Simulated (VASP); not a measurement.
# InSb: how cutoff and mesh change the relaxed cell, part 2 of 2

How far does the relaxed cell of InSb depend on cutoff and k mesh? The starting structure is a measured crystal structure from the Crystallography Open Database.

VASP 6.6.1.

Results so far: reference 34.66 Å³ an atom; a cutoff of 240 eV 34.30 Å³ an atom; a 7×7×7 mesh 34.69 Å³ an atom.

## 5. Relaxation with a cutoff of 600 eV

Level of this step: PBEsol; plane waves and PAW (Sb, In_d) (VASP).

Against step 2 the input has ENCUT = 600.

The input, INCAR:

```
SYSTEM = InSb
PREC = Accurate
ENCUT = 600
EDIFF = 1E-06
NELM = 100
ISMEAR = 1
SIGMA = 0.15
LREAL = .FALSE.
ALGO = Normal
GGA = PS
NBANDS = 15
LORBIT = 11
LWAVE = .FALSE.
LCHARG = .FALSE.
KPAR = 2
IBRION = 2
NSW = 50
ISIF = 3
EDIFFG = -0.01
```

The input, POSCAR:

```
InSb
1.0
    0.0000000000      3.2391000000      3.2391000000
    3.2391000000      0.0000000000      3.2391000000
    3.2391000000      3.2391000000      0.0000000000
Sb In
1 1
Direct
    0.7500000000      0.7500000000      0.7500000000
    0.0000000000      0.0000000000      0.0000000000
```

The input, KPOINTS:

```
Automatic mesh
0
Gamma
12 12 12
0 0 0
```

PAW data sets: Sb and In_d (PBE family, release 64).

Started as:

```bash
mpirun -np 2 vasp_std
```

What it wrote:

```text
[... set-up lines as in an earlier step ...]
 entering main loop
       N       E                     dE             d eps       ncg     rms          rms(c)
DAV:   1     0.115276489269E+03    0.11528E+03   -0.87074E+03  2160   0.132E+03
DAV:   2    -0.418142681697E+00   -0.11569E+03   -0.11195E+03  2440   0.303E+02
DAV:   3    -0.763220085916E+01   -0.72141E+01   -0.71741E+01  2685   0.778E+01
DAV:   4    -0.783305139883E+01   -0.20085E+00   -0.20079E+00  2778   0.149E+01
[...]
DAV:  10    -0.769631883363E+01    0.14939E-04   -0.42565E-05  2943   0.471E-02    0.358E-02
DAV:  11    -0.769633901432E+01   -0.20181E-04   -0.34262E-05  2412   0.490E-02    0.215E-02
DAV:  12    -0.769633966335E+01   -0.64904E-06   -0.10139E-06  2048   0.869E-03
   1 F= -.76963397E+01 E0= -.76963929E+01  d E =-.769634E+01
[...]
N       E                     dE             d eps       ncg     rms          rms(c)
DAV:   1    -0.781710736728E+01   -0.12077E+00   -0.29384E+00  2762   0.319E+01    0.205E+00
[...]
DAV:   7    -0.769947575300E+01   -0.12274E-05   -0.58679E-06  2777   0.394E-02    0.705E-03
DAV:   8    -0.769947626939E+01   -0.51638E-06   -0.13990E-06  1437   0.199E-02
   2 F= -.76994763E+01 E0= -.76995325E+01  d E =-.313661E-02
 trial-energy change:   -0.003137  1 .order   -0.003227   -0.010146    0.003693
 step:   0.7254(harm=  0.7331)  dis= 0.00000  next Energy=    -7.699985 (dE=-0.365E-02)
[...]
N       E                     dE             d eps       ncg     rms          rms(c)
DAV:   1    -0.770896106777E+01   -0.94853E-02   -0.21504E-01  2769   0.828E+00    0.586E-01
DAV:   2    -0.770125839164E+01    0.77027E-02   -0.16069E-02  2678   0.265E+00    0.212E-01
DAV:   3    -0.770001130343E+01    0.12471E-02   -0.35802E-03  2769   0.110E+00    0.107E-01
DAV:   4    -0.769999105811E+01    0.20245E-04   -0.13023E-04  2314   0.101E-01    0.717E-02
DAV:   5    -0.769997587868E+01    0.15179E-04   -0.17460E-05  2710   0.354E-02    0.320E-02
DAV:   6    -0.769997709294E+01   -0.12143E-05   -0.59200E-06  3267   0.220E-02    0.583E-03
DAV:   7    -0.769997654496E+01    0.54799E-06   -0.40241E-07  1199   0.109E-02
   3 F= -.76999765E+01 E0= -.77000316E+01  d E =-.363688E-02
[...]
reached required accuracy - stopping structural energy minimisation
```

The job ended after 4.5 min (2 MPI ranks of AMD EPYC 7R43, shared host; peak memory 0.51 GiB; 9 min of CPU time).

Parts of OUTCAR (step 5):

```text
  Total       -0.0038811     -0.0038811     -0.0038811     -0.0000000     -0.0000000      0.0000000
  in kB       -0.0897132     -0.0897132     -0.0897132     -0.0000000     -0.0000000      0.0000000
  external PRESSURE =      -0.0897132 kB  Pullay stress =       0.0000000 kB

 POSITION                                       TOTAL-FORCE (eV/Angst)
 -----------------------------------------------------------------------------------
      4.89048      4.89048      4.89048         0.000000     -0.000000     -0.000000
      0.00000      0.00000      0.00000         0.000000      0.000000      0.000000
 -----------------------------------------------------------------------------------
    total drift:                                0.000000      0.000000      0.000000

  FREE ENERGIE OF THE ION-ELECTRON SYSTEM (eV)
  ---------------------------------------------------
  free  energy   TOTEN  =        -7.6999765450 eV

  energy  without entropy=       -7.7001415619  energy(sigma->0) =       -7.70003155

[... 2 parts as in an earlier step ...]

[... 2 further parts left out ...]
[key lines of the parts left out:]
E-fermi :   4.7829
```

With a cutoff of 600 eV the cell ends at 34.656 Å³ an atom, -0.02 % from the reference.

## 6. Relaxation with a 16×16×16 mesh

Against step 2 the input has a 16×16×16 mesh.

INCAR, as its differences from that of step 5:

```diff
@@ -2,3 +2,3 @@
 PREC = Accurate
-ENCUT = 600
+ENCUT = 450
 EDIFF = 1E-06
```

POSCAR is that of step 5.

The input, KPOINTS:

```
Automatic mesh
0
Gamma
16 16 16
0 0 0
```

Started as:

```bash
mpirun -np 2 vasp_std
```

What it wrote:

```text
[... set-up lines as in an earlier step ...]
 entering main loop
       N       E                     dE             d eps       ncg     rms          rms(c)
DAV:   1     0.108115716252E+03    0.10812E+03   -0.73896E+03  4350   0.108E+03
DAV:   2    -0.875098641266E+00   -0.10899E+03   -0.10569E+03  4735   0.275E+02
DAV:   3    -0.764899721584E+01   -0.67739E+01   -0.67372E+01  5645   0.744E+01
DAV:   4    -0.783357943315E+01   -0.18458E+00   -0.18454E+00  5355   0.143E+01
[...]
DAV:  10    -0.769662300101E+01    0.13968E-04   -0.42308E-05  6028   0.473E-02    0.360E-02
DAV:  11    -0.769664325330E+01   -0.20252E-04   -0.34253E-05  4861   0.503E-02    0.220E-02
DAV:  12    -0.769664387943E+01   -0.62613E-06   -0.10626E-06  4138   0.961E-03
   1 F= -.76966439E+01 E0= -.76967053E+01  d E =-.769664E+01
[...]
N       E                     dE             d eps       ncg     rms          rms(c)
DAV:   1    -0.781911326708E+01   -0.12247E+00   -0.29811E+00  5610   0.321E+01    0.207E+00
[...]
DAV:   7    -0.769984773693E+01   -0.12216E-05   -0.60896E-06  5646   0.401E-02    0.669E-03
DAV:   8    -0.769984818681E+01   -0.44988E-06   -0.14236E-06  2882   0.204E-02
   2 F= -.76998482E+01 E0= -.76999157E+01  d E =-.320431E-02
 trial-energy change:   -0.003204  1 .order   -0.003290   -0.010287    0.003707
 step:   0.7278(harm=  0.7351)  dis= 0.00000  next Energy=    -7.700354 (dE=-0.371E-02)
[...]
N       E                     dE             d eps       ncg     rms          rms(c)
DAV:   1    -0.770929366651E+01   -0.94459E-02   -0.21422E-01  5596   0.824E+00    0.585E-01
DAV:   2    -0.770162143711E+01    0.76722E-02   -0.16009E-02  5393   0.264E+00    0.211E-01
DAV:   3    -0.770038032236E+01    0.12411E-02   -0.35475E-03  5645   0.110E+00    0.107E-01
DAV:   4    -0.770036003315E+01    0.20289E-04   -0.12906E-04  4616   0.988E-02    0.720E-02
DAV:   5    -0.770034453854E+01    0.15495E-04   -0.17418E-05  5539   0.348E-02    0.321E-02
DAV:   6    -0.770034568780E+01   -0.11493E-05   -0.59842E-06  6503   0.220E-02    0.587E-03
DAV:   7    -0.770034513188E+01    0.55591E-06   -0.40042E-07  2581   0.107E-02
   3 F= -.77003451E+01 E0= -.77004107E+01  d E =-.370125E-02
[...]
reached required accuracy - stopping structural energy minimisation
```

It took 4.4 min on 2 MPI ranks; peak memory 0.48 GiB.

OUTCAR, selected parts (step 6):

```text
  Total       -0.0037040     -0.0037040     -0.0037040     -0.0000000      0.0000000      0.0000000
  in kB       -0.0856021     -0.0856021     -0.0856021     -0.0000000      0.0000000      0.0000000
  external PRESSURE =      -0.0856021 kB  Pullay stress =       0.0000000 kB

 POSITION                                       TOTAL-FORCE (eV/Angst)
 -----------------------------------------------------------------------------------
      4.89081      4.89081      4.89081         0.000000     -0.000000     -0.000000
      0.00000      0.00000      0.00000        -0.000000      0.000000      0.000000
 -----------------------------------------------------------------------------------
    total drift:                                0.000000      0.000000      0.000000

  FREE ENERGIE OF THE ION-ELECTRON SYSTEM (eV)
  ---------------------------------------------------
  free  energy   TOTEN  =        -7.7003451319 eV

  energy  without entropy=       -7.7005419758  energy(sigma->0) =       -7.70041075

[... 1 part as in an earlier step ...]

[... 3 further parts left out ...]
[key lines of the parts left out:]
E-fermi :   4.7948
```

With a 16×16×16 mesh the cell ends at 34.663 Å³ an atom, +0.00 % from the reference.

## 7. The runs compared

```
               run  volume (Å³/atom)  change (%)  pressure left (GPa)  core minutes
         reference            34.665           -                -0.01          2.27
a cutoff of 240 eV            34.299       -1.05                 0.01           1.3
      a 7×7×7 mesh            34.688        0.07                -0.01           1.6
a cutoff of 600 eV            34.656       -0.02                -0.01          9.04
   a 16×16×16 mesh            34.663         0.0                -0.01          8.71
```

Core minutes are wall time times ranks, summed over the relaxations behind a row (those for a bulk modulus apart), on shared hosts.

## 8. Results

| Quantity | Value |
| --- | --- |
| volume of the reference | 34.66 Å³/atom |
| volume against the reference, a cutoff of 240 eV | -1.05 % |
| volume against the reference, a 7×7×7 mesh | +0.07 % |
| volume against the reference, a cutoff of 600 eV | -0.02 % |
| volume against the reference, a 16×16×16 mesh | +0.00 % |

**Reading.** The volume moves most with a cutoff of 240 eV: -1.05 % against the reference (450 eV, 12×12×12 mesh). On finer settings it changes by -0.02 % with a cutoff of 600 eV and +0.00 % with a 16×16×16 mesh. A cell that shrinks at the lower cutoff is the usual mark of Pulay stress, the error that a plane-wave basis makes when it is kept while the volume changes. Further runs on this material are not shown.

[Lines on the potential files, build, host, timing and source positions are cut from VASP's logs without a mark.]

[Logs are printed without paths, hosts, clocks, repeated set-up lines and the standing remarks that a program may print on its own settings, such as how far it seeks lower states.]

[Hosts, paths, dates, database ids (printed as entryN), source tags and the programs' standing remarks are cut or masked in the printed files.]
